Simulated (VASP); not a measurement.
## A slab model of a few sheets of TiS2

How does a few sheets of TiS2 behave as a surface?

Main program and level: VASP 6.6.1; PBEsol, no spin polarisation; plane waves and PAW (S, Ti).

### Step 1. Set-up

The cell holds 9 atoms: 6 S and 3 Ti. Cell: a = 3.412 Å, b = 3.412 Å, c = 29.238 Å, α = 90.0°, β = 90.0°, γ = 120.0°. It derives from TiS2. A few sheets cut from a layered arrangement of the crystal. Vacuum lies along c.

### Step 2. Surface relaxation

All atoms relax at the fixed cell.

INCAR

```
SYSTEM = TiS2
PREC = Normal
ENCUT = 300
EDIFF = 1E-05
NELM = 120
ISMEAR = 0
SIGMA = 0.05
LREAL = .FALSE.
ALGO = Fast
GGA = PS
NBANDS = 33
LASPH = .TRUE.
LORBIT = 11
LWAVE = .FALSE.
LCHARG = .FALSE.
KPAR = 4
IBRION = 2
NSW = 40
ISIF = 2
EDIFFG = -0.03
POTIM = 0.4
MAXMIX = 40
IDIPOL = 3
LDIPOL = .TRUE.
DIPOL = 0.5 0.5 0.5
```

POSCAR

```
TiS2
1.0
    3.4120000000      0.0000000000      0.0000000000
   -1.7060000000      2.9548786780      0.0000000000
    0.0000000000      0.0000000000     29.2375000000
S Ti
6 3
Direct
    0.3333333330      0.6666666670      0.7434801200
    0.6666666670      0.3333333330      0.6460880720
    0.3333333330      0.6666666670      0.5486960240
    0.6666666670      0.3333333330      0.4513039760
    0.3333333330      0.6666666670      0.3539119280
    0.6666666670      0.3333333330      0.2565198800
    0.0000000000      0.0000000000      0.6947840960
    0.0000000000      0.0000000000      0.5000000000
    0.0000000000      0.0000000000      0.3052159040
```

KPOINTS

```
Automatic mesh
0
Gamma
9 9 1
0 0 0
```

PAW data sets: S and Ti (PBE family, release 64).

Launch:

```bash
$ mpirun -np 4 vasp_std
```

Output:

```text
[banner, memory and clock lines left out]
running    4 mpi-ranks, on    1 nodes
 distrk:  each k-point on    1 cores,    4 groups
 distr:  one band on    1 cores,    1 groups

 POSCAR found type information on POSCAR S Ti
 POSCAR found :  2 types and       9 ions
|                                                                             |
|               ----> ADVICE to this user running VASP <----                  |
|                                                                             |
|     You enforced a specific xc type in the INCAR file but a different       |
|     [... a line on the potential file left out ...]
|     I HOPE YOU KNOW WHAT YOU ARE DOING!                                     |
|                                                                             |

 LDA part: xc-table for (Slater+PW92), standard interpolation
 POSCAR, INCAR and KPOINTS ok, starting setup
 FFT: planning ... GRIDC
 FFT: planning ... GRID_SOFT
 FFT: planning ... GRID
 WAVECAR not read
 entering main loop
       N       E                     dE             d eps       ncg     rms          rms(c)
DAV:   1     0.330381754688E+03    0.33038E+03   -0.12823E+04   792   0.776E+02
DAV:   2    -0.614241554052E+01   -0.33652E+03   -0.32164E+03   998   0.219E+02
DAV:   3    -0.712359770182E+02   -0.65094E+02   -0.62376E+02  1072   0.990E+01
DAV:   4    -0.741567370255E+02   -0.29208E+01   -0.28999E+01   984   0.243E+01
DAV:   5    -0.742506866115E+02   -0.93950E-01   -0.93882E-01  1021   0.453E+00    0.310E+01
RMM:   6    -0.646570186234E+02    0.95937E+01   -0.75545E+01   834   0.408E+01    0.101E+01
RMM:   7    -0.635066990001E+02    0.11503E+01   -0.17546E+01   792   0.259E+01    0.132E+01
RMM:   8    -0.629261754778E+02    0.58052E+00   -0.10957E+01   804   0.189E+01    0.674E+00
RMM:   9    -0.627386633858E+02    0.18751E+00   -0.20496E+00   792   0.981E+00    0.245E+00
RMM:  10    -0.627706058805E+02   -0.31942E-01   -0.69372E-01   846   0.270E+00    0.195E+00
RMM:  11    -0.627710773167E+02   -0.47144E-03   -0.12151E-01   866   0.134E+00    0.958E-01
RMM:  12    -0.627721345361E+02   -0.10572E-02   -0.46792E-02   804   0.845E-01    0.330E-01
RMM:  13    -0.627712230797E+02    0.91146E-03   -0.65740E-03   811   0.452E-01    0.425E-01
RMM:  14    -0.627699548050E+02    0.12683E-02   -0.24935E-03   806   0.207E-01    0.282E-01
RMM:  15    -0.627695950187E+02    0.35979E-03   -0.23099E-03   812   0.161E-01    0.188E-01
RMM:  16    -0.627696310549E+02   -0.36036E-04   -0.77866E-04   865   0.119E-01    0.114E-01
RMM:  17    -0.627697250833E+02   -0.94028E-04   -0.58985E-04   832   0.974E-02    0.438E-02
RMM:  18    -0.627697059871E+02    0.19096E-04   -0.89741E-05   738   0.435E-02    0.276E-02
RMM:  19    -0.627697273571E+02   -0.21370E-04   -0.31914E-05   623   0.227E-02    0.201E-02
RMM:  20    -0.627697885873E+02   -0.61230E-04   -0.43655E-05   673   0.217E-02    0.165E-02
RMM:  21    -0.627698486281E+02   -0.60041E-04   -0.85035E-05   753   0.311E-02    0.156E-02
RMM:  22    -0.627698569824E+02   -0.83543E-05   -0.55324E-06   500   0.140E-02
   1 F= -.62769857E+02 E0= -.62768516E+02  d E =-.627699E+02
 curvature:   0.00 expect dE= 0.000E+00 dE for cont linesearch  0.000E+00
 trial: gam= 0.00000 g(F)=  0.156E-01 g(S)=  0.000E+00 ort = 0.000E+00 (trialstep = 0.100E+01)
 search vector abs. value=  0.156E-01
 bond charge predicted
       N       E                     dE             d eps       ncg     rms          rms(c)
DAV:   1    -0.627782796778E+02   -0.84310E-02   -0.67393E-01   846   0.310E+00    0.566E-01
RMM:   2    -0.627834370319E+02   -0.51574E-02   -0.58095E-02   806   0.126E+00    0.377E-01
RMM:   3    -0.627825103891E+02    0.92664E-03   -0.20825E-02   792   0.684E-01    0.173E-01
RMM:   4    -0.627819014365E+02    0.60895E-03   -0.20877E-03   796   0.277E-01    0.148E-01
RMM:   5    -0.627817715097E+02    0.12993E-03   -0.23927E-03   813   0.199E-01    0.667E-02
RMM:   6    -0.627818604824E+02   -0.88973E-04   -0.63035E-04   821   0.125E-01    0.762E-02
RMM:   7    -0.627818458339E+02    0.14649E-04   -0.22887E-04   795   0.878E-02    0.323E-02
RMM:   8    -0.627818225814E+02    0.23252E-04   -0.20551E-04   789   0.582E-02    0.128E-02
RMM:   9    -0.627818395116E+02   -0.16930E-04   -0.69876E-05   720   0.284E-02    0.189E-02
RMM:  10    -0.627818333999E+02    0.61117E-05   -0.10719E-05   486   0.168E-02
   2 F= -.62781833E+02 E0= -.62780400E+02  d E =-.119764E-01
[...]
3 F= -.62786354E+02 E0= -.62784842E+02  d E =-.164966E-01
 curvature:  -1.02 expect dE=-0.237E-03 dE for cont linesearch -0.176E-03
 ZBRENT: extrapolating
 opt :   2.1373  next Energy=   -62.786543 (dE=-0.167E-01)
 bond charge predicted
       N       E                     dE             d eps       ncg     rms          rms(c)
DAV:   1    -0.627863470145E+02    0.27047E-05   -0.35120E-02   795   0.710E-01    0.785E-02
RMM:   2    -0.627864964668E+02   -0.14945E-03   -0.16659E-03   795   0.237E-01    0.949E-03
RMM:   3    -0.627865360182E+02   -0.39551E-04   -0.37294E-04   813   0.930E-02    0.514E-02
RMM:   4    -0.627865393042E+02   -0.32860E-05   -0.53140E-05   662   0.405E-02
   4 F= -.62786539E+02 E0= -.62785011E+02  d E =-.166823E-01
 curvature:  -1.09 expect dE=-0.913E-04 dE for cont linesearch -0.873E-05
 trial: gam= 0.02805 g(F)=  0.837E-04 g(S)=  0.000E+00 ort =-0.353E-03 (trialstep = 0.123E+01)
 search vector abs. value=  0.762E-04
 reached required accuracy - stopping structural energy minimisation
```

Elapsed: 27 s, on 4 MPI ranks of AMD EPYC 7R43, shared host; peak memory 0.64 GiB; 1.7 min of CPU time.

Lines that name or quote the potential files are left out of all logs, and their timing lines are given in words.

OUTCAR, selected parts (step 2):

```text
ion  position               nearest neighbor table
   1  0.333  0.667  0.743-   7 2.43   7 2.43   7 2.43
   2  0.667  0.333  0.646-   7 2.43   7 2.43   7 2.43
   3  0.333  0.667  0.549-   8 2.43   8 2.43   8 2.43
   4  0.667  0.333  0.451-   8 2.43   8 2.43   8 2.43
   5  0.333  0.667  0.354-   9 2.43   9 2.43   9 2.43
   6  0.667  0.333  0.257-   9 2.43   9 2.43   9 2.43
   7  0.000  0.000  0.695-   1 2.43   2 2.43   2 2.43   1 2.43   2 2.43   1 2.43
   8  0.000  0.000  0.500-   3 2.43   4 2.43   4 2.43   3 2.43   4 2.43   3 2.43
   9  0.000  0.000  0.305-   5 2.43   6 2.43   6 2.43   5 2.43   6 2.43   5 2.43

  LATTYP: Found a hexagonal cell.
 ALAT       =     3.4120000000
 C/A-ratio  =     8.5690211020

 Subroutine GETGRP returns: Found 12 space group operations
 (whereof 12 operations were pure point group operations)

The static configuration has the point symmetry D_3d.

 Found     12 irreducible k-points:

   k-points           NKPTS =     12   k-points in BZ     NKDIM =     12   number of bands    NBANDS=     33

   dimension x,y,z NGX =    14 NGY =   14 NGZ =  126
   dimension x,y,z NGXF=    28 NGYF=   28 NGZF=  252

   ENCUT  =  300.0 eV  22.05 Ry    4.70 a.u.   4.82  4.82 41.29*2*pi/ulx,y,z

   NELECT =      48.0000    total number of electrons

 k-points in reciprocal lattice and weights: Automatic mesh
   0.00000000  0.00000000  0.00000000       0.012
   0.11111111  0.00000000  0.00000000       0.074
   0.22222222  0.00000000  0.00000000       0.074
   0.33333333  0.00000000  0.00000000       0.074
   0.44444444  0.00000000  0.00000000       0.074
   0.11111111  0.11111111  0.00000000       0.074
   0.22222222  0.11111111  0.00000000       0.148
   0.33333333  0.11111111  0.00000000       0.148
   0.44444444  0.11111111  0.00000000       0.074
   0.22222222  0.22222222  0.00000000       0.074
   0.33333333  0.22222222  0.00000000       0.148
   0.33333333  0.33333333  0.00000000       0.025

 dipolmoment           0.000000      0.000000      0.000000 electrons x Angstroem

 average (electrostatic) potential at core
       1 -91.3663       2 -91.4574       3 -91.4177       4 -91.4177       5 -91.4574
       6 -91.3663       7 -30.5488       8 -30.5126       9 -30.5488

 E-fermi :  -0.2434

 k-point     1 :       0.0000    0.0000    0.0000
  band No.  band energies     occupation
    ...
     16      -2.2674      2.00000
     17      -1.4835      2.00000
     18      -0.6599      2.00000
     19      -0.2723      1.58732
     20      -0.2721      1.58325
     21      -0.2144      0.41283
     22      -0.2142      0.40875
     23      -0.1563      0.01383
     24      -0.1561      0.01355
     25       0.1404      0.00000
    ...

 k-point     2 :       0.1111    0.0000    0.0000
  band No.  band energies     occupation
    ...
     20      -1.1567      2.00000
     21      -0.8698      2.00000
     22      -0.8148      2.00000
     23      -0.7506      2.00000
     24      -0.5703      2.00000
     25       0.3288      0.00000
     26       0.3410      0.00000
     27       0.3649      0.00000
     28       0.7003      0.00000
     29       0.7070      0.00000
    ...

 k-point     3 :       0.2222    0.0000    0.0000
  band No.  band energies     occupation
    ...
     20      -1.4561      2.00000
     21      -1.3880      2.00000
     22      -1.3125      2.00000
     23      -1.1405      2.00000
     24      -0.7951      2.00000
     25       0.1328      0.00000
     26       0.1816      0.00000
     27       0.2404      0.00000
     28       1.1164      0.00000
     29       1.1364      0.00000
    ...

  Total       -3.9878658     -3.9878658     -0.5662828     -0.0000000      0.0000000      0.0000000
  in kB      -21.6751546    -21.6751546     -3.0779038     -0.0000000      0.0000000      0.0000000
  external PRESSURE =     -15.4760710 kB  Pullay stress =       0.0000000 kB

  energy-cutoff  :      300.00
  volume of cell :      294.77
      direct lattice vectors                 reciprocal lattice vectors
     3.412000000  0.000000000  0.000000000     0.293083236  0.169211685  0.000000000
    -1.706000000  2.954878678  0.000000000     0.000000000  0.338423370  0.000000000
     0.000000000  0.000000000 29.237500000     0.000000000  0.000000000  0.034202651

 POSITION                                       TOTAL-FORCE (eV/Angst)
 -----------------------------------------------------------------------------------
     -0.00000      1.96992     21.71639         0.000000      0.000000     -0.014975
      1.70600      0.98496     18.91250        -0.000000     -0.000000     -0.023747
     -0.00000      1.96992     16.02214        -0.000000     -0.000000      0.005753
      1.70600      0.98496     13.21536         0.000000      0.000000     -0.005753
     -0.00000      1.96992     10.32500         0.000000      0.000000      0.023747
      1.70600      0.98496      7.52111        -0.000000     -0.000000      0.014975
      1.70600      2.95488     20.31116        -0.000000     -0.000000      0.016226
      0.00000      0.00000     14.61875        -0.000000      0.000000      0.000000
      3.41200      0.00000      8.92634        -0.000000     -0.000000     -0.016226
 -----------------------------------------------------------------------------------
    total drift:                                0.000000     -0.000000      0.000000

  FREE ENERGIE OF THE ION-ELECTRON SYSTEM (eV)
  ---------------------------------------------------
  free  energy   TOTEN  =       -62.7865393042 eV

  energy  without entropy=      -62.7834822078  energy(sigma->0) =      -62.78501076

 reached required accuracy - stopping structural energy minimisation

 vacuum level on the upper side and lower side of the slab         5.568         5.568

 total charge
# of ion       s       p       d       tot
------------------------------------------
    1        1.351   2.354   0.000   3.705
    2        1.351   2.350   0.000   3.701
    3        1.351   2.349   0.000   3.700
    4        1.351   2.349   0.000   3.700
    5        1.351   2.350   0.000   3.701
    6        1.351   2.354   0.000   3.705
    7        0.458   0.795   2.450   3.702
    8        0.457   0.791   2.454   3.701
    9        0.458   0.795   2.450   3.702
--------------------------------------------------
tot          9.480  16.485   7.353  33.318

[... 3 further parts left out ...]
```

CONTCAR:

```
TiS2
   1.00000000000000
     3.4119999999999999    0.0000000000000000    0.0000000000000000
    -1.7060000000000000    2.9548786780000000    0.0000000000000000
     0.0000000000000000    0.0000000000000000   29.2375000000000007
  S               Ti
     6     3
Direct
     0.3333333329999988    0.6666666670000012    0.7427582245808965
     0.6666666670000012    0.3333333329999988    0.6468575484978120
     0.3333333329999988    0.6666666670000012    0.5479998269957445
     0.6666666670000012    0.3333333329999988    0.4520001730042557
     0.3333333329999988    0.6666666670000012    0.3531424515021880
     0.6666666670000012    0.3333333329999988    0.2572417754191035
     1.0000000000000000    1.0000000000000000    0.6946956284453358
     0.0000000000000000    0.0000000000000000    0.5000000000000000
     1.0000000000000000    0.0000000000000000    0.3053043715546641
```

This run has no spin polarisation, so a moment on Ti, if there is one, isn't seen. The PAW data sets were made with PBE, which is usual practice but a small mismatch for other functionals. The data set Ti keeps the semicore shell frozen, which is cheaper and a little less accurate. The run keeps the 12 symmetry operations of its start, so it cannot find a distortion of lower symmetry.

Relaxation path:

```csv
step,energy less that of the first step (eV),largest force (eV/Å)
1,0.0000,0.2727
2,-0.0120,0.1422
3,-0.0165,0.0451
4,-0.0167,0.0237
```

The atoms that moved most (Å):

```csv
atom,dx,dy,dz,length
S2,0.000,0.000,0.022,0.022
S5,0.000,0.000,-0.022,0.022
S6,0.000,0.000,0.021,0.021
S1,0.000,0.000,-0.021,0.021
S4,0.000,0.000,0.020,0.020
S3,0.000,0.000,-0.020,0.020
```

Final coordinates:

```xyz
9
Lattice="3.4120 0.0000 0.0000 -1.7060 2.9549 0.0000 0.0000 0.0000 29.2375" Properties=species:S:1:pos:R:3
S     0.0000    1.9699   21.7164
S     1.7060    0.9850   18.9125
S     0.0000    1.9699   16.0221
S     1.7060    0.9850   13.2154
S     0.0000    1.9699   10.3250
S     1.7060    0.9850    7.5211
Ti    0.0000    0.0000   20.3112
Ti    0.0000    0.0000   14.6188
Ti    0.0000    0.0000    8.9263
```

This step gave:

```
electronic cycles                               : 42
electrons                                       : 48
free energy (TOTEN)                             : -62.7865 eV
energy at zero smearing                         : -62.7850 eV
Fermi energy                                    : -0.2434 eV
labelled metallic, from the levels on this mesh : yes
dipole moment                                   : 0, 0, 0 e·Å
```

The run ended after 4 ionic steps, 0.017 eV below its first step, once the forces on the free atoms met EDIFFG = -0.03.

Only the dipole across the slab is computed (IDIPOL = 3); zeros along the plane are no results.

(Continued in part 2 of 3.)

[Lines on the potential files, build, host, timing and source positions are cut from VASP's logs without a mark.]

[Logs are printed without paths, hosts, clocks, repeated set-up lines and the standing remarks that a program may print on its own settings, such as how far it seeks lower states.]

[Hosts, paths, dates, database ids (printed as entryN), source tags and the programs' standing remarks are cut or masked in the printed files.]

[In band tables of VASP the shares of atoms and orbitals are scaled to a sum of 1 inside the atoms' spheres.]

[Runs that stopped without an error message from VASP are left out.]
